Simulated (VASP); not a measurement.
Calculation: PBE GGA, VASP's PBE PAW potentials (set 64) (plane waves; VASP).

VASP input:

### INCAR
```
# general
SYSTEM  = Rb
PREC    = Accurate
ENCUT   = 480
LREAL   = .FALSE.
LASPH   = .TRUE.

# electronic loop
EDIFF   = 1E-6
NELM    = 100
ALGO    = Normal
LMAXMIX = 4

# smearing
ISMEAR  = 1
SIGMA   = 0.1

# functional
GGA     = PE

# ions
IBRION  = 2
NSW     = 60
ISIF    = 3
EDIFFG  = -0.01

# output
LWAVE   = .FALSE.
LCHARG  = .FALSE.
```

File POSCAR:
```
Rb
1
   -2.8250000000     2.8250000000     2.8250000000
    2.8250000000    -2.8250000000     2.8250000000
    2.8250000000     2.8250000000    -2.8250000000
Rb
1
Direct
  0.0000000000   0.0000000000   0.0000000000
```

### KPOINTS
```
Automatic
0
G
 8 8 8
0 0 0
```

POTCAR, in this order: Rb_sv (PBE.64 set). Program: vasp_std.

Output

### OUTCAR
```
 ion  position               nearest neighbor table
   1  0.000  0.000  0.000-
  LATTYP: Found a body centered cubic cell.
 ALAT       =     5.6500000000
 Subroutine PRICEL returns:
 Original cell was already a primitive cell.
 Subroutine GETGRP returns: Found 48 space group operations
The static configuration has the point symmetry O_h .
The dynamic configuration has the point symmetry O_h .
 Subroutine INISYM returns: Found 48 space group operations
 Subroutine IBZKPT returns following result:
 Found     29 irreducible k-points:

 Following reciprocal coordinates:
            Coordinates               Weight
  0.000000  0.000000  0.000000      1.000000
  0.125000  0.000000  0.000000     12.000000
  0.250000  0.000000  0.000000     12.000000
  0.375000  0.000000  0.000000     12.000000
  0.500000  0.000000  0.000000      6.000000
  0.125000  0.125000  0.000000     24.000000
  0.250000  0.125000  0.000000     48.000000
  0.375000  0.125000  0.000000     48.000000
  0.250000  0.250000  0.000000     24.000000
  0.375000  0.250000  0.000000     24.000000
...
```

**OSZICAR**
```
       N       E                     dE             d eps       ncg     rms          rms(c)
DAV:   1     0.469839776172E+02    0.46984E+02   -0.32402E+03   464   0.773E+02
DAV:   2     0.172410546423E+01   -0.45260E+02   -0.44483E+02   504   0.132E+02
DAV:   3    -0.852805569956E+00   -0.25769E+01   -0.25769E+01   624   0.382E+01
DAV:   4    -0.927170732161E+00   -0.74365E-01   -0.74360E-01   728   0.527E+00
DAV:   5    -0.927838518493E+00   -0.66779E-03   -0.66779E-03   696   0.440E-01    0.124E+00
DAV:   6    -0.928360816854E+00   -0.52230E-03   -0.17625E-03   720   0.288E-01    0.748E-01
DAV:   7    -0.929258998692E+00   -0.89818E-03   -0.34381E-03   640   0.400E-01    0.458E-02
DAV:   8    -0.929370346966E+00   -0.11135E-03   -0.14599E-04   624   0.122E-01    0.116E-02
DAV:   9    -0.929375660239E+00   -0.53133E-05   -0.66065E-06   824   0.193E-02    0.432E-03
DAV:  10    -0.929375692732E+00   -0.32493E-07   -0.17722E-06   536   0.878E-03
   1 F= -.92937569E+00 E0= -.92888657E+00  d E =-.929376E+00
       N       E                     dE             d eps       ncg     rms          rms(c)
DAV:   1    -0.929890744098E+00   -0.51508E-03   -0.11390E-02   480   0.799E-01    0.993E-02
DAV:   2    -0.929540251864E+00    0.35049E-03   -0.85715E-04   504   0.246E-01    0.496E-02
DAV:   3    -0.929425997507E+00    0.11425E-03   -0.61194E-04   688   0.156E-01    0.105E-02
DAV:   4    -0.929426312861E+00   -0.31535E-06   -0.11895E-05   592   0.324E-02    0.601E-03
DAV:   5    -0.929426308148E+00    0.47137E-08   -0.17407E-06   568   0.161E-02
   2 F= -.92942631E+00 E0= -.92893824E+00  d E =-.506154E-04
       N       E                     dE             d eps       ncg     rms          rms(c)
DAV:   1    -0.933642759788E+00   -0.42164E-02   -0.10189E-01   464   0.239E+00    0.297E-01
DAV:   2    -0.930507319959E+00    0.31354E-02   -0.76358E-03   464   0.732E-01    0.149E-01
DAV:   3    -0.929469045220E+00    0.10383E-02   -0.55400E-03   688   0.469E-01    0.317E-02
DAV:   4    -0.929478274334E+00   -0.92291E-05   -0.96653E-05   576   0.954E-02    0.180E-02
DAV:   5    -0.929491514631E+00   -0.13240E-04   -0.12917E-05   792   0.431E-02    0.113E-02
DAV:   6    -0.929490494067E+00    0.10206E-05   -0.40045E-06   704   0.193E-02    0.288E-03
DAV:   7    -0.929491270808E+00   -0.77674E-06   -0.14978E-07   280   0.495E-03
   3 F= -.92949127E+00 E0= -.92900620E+00  d E =-.115578E-03
```

File OUTCAR:
```
------------------------ aborting loop because EDIFF is reached ----------------------------------------
  FORCE on cell =-STRESS in cart. coord.  units (eV):
  Direction    XX          YY          ZZ          XY          YZ          ZX
  --------------------------------------------------------------------------------------
  Total       -0.0001962     -0.0001962     -0.0001962     -0.0000000     -0.0000000      0.0000000
  in kB       -0.0034455     -0.0034455     -0.0034455     -0.0000000     -0.0000000      0.0000000
  external PRESSURE =      -0.0034455 kB  Pullay stress =       0.0000000 kB
  volume of cell :       91.26
      direct lattice vectors                 reciprocal lattice vectors
    -2.836193175  2.836193175  2.836193175     0.000000000  0.176292646  0.176292646
     2.836193175 -2.836193175  2.836193175     0.176292646  0.000000000  0.176292646
     2.836193175  2.836193175 -2.836193175     0.176292646  0.176292646  0.000000000
 POSITION                                       TOTAL-FORCE (eV/Angst)
 -----------------------------------------------------------------------------------
      0.00000      0.00000      0.00000        -0.000000      0.000000     -0.000000
 -----------------------------------------------------------------------------------
    total drift:                               -0.000000      0.000000      0.000000
  FREE ENERGIE OF THE ION-ELECTRON SYSTEM (eV)
  ---------------------------------------------------
  free  energy   TOTEN  =        -0.9294912708 eV

  energy  without entropy=       -0.9280360535  energy(sigma->0) =       -0.92900620

 reached required accuracy - stopping structural energy minimisation
```
(Selected blocks of OUTCAR.)

File CONTCAR:
```
Rb
   1.00000000000000
    -2.8361931748585278    2.8361931748585278    2.8361931748585278
     2.8361931748585278   -2.8361931748585278    2.8361931748585278
     2.8361931748585278    2.8361931748585278   -2.8361931748585278
  Rb
     1
Direct
     0.0000000000000000    0.0000000000000000    0.0000000000000000
```

The compound is Rb in the bcc structure. This run relaxes it. Symmetry was kept, so distortions that lower it aren't found.
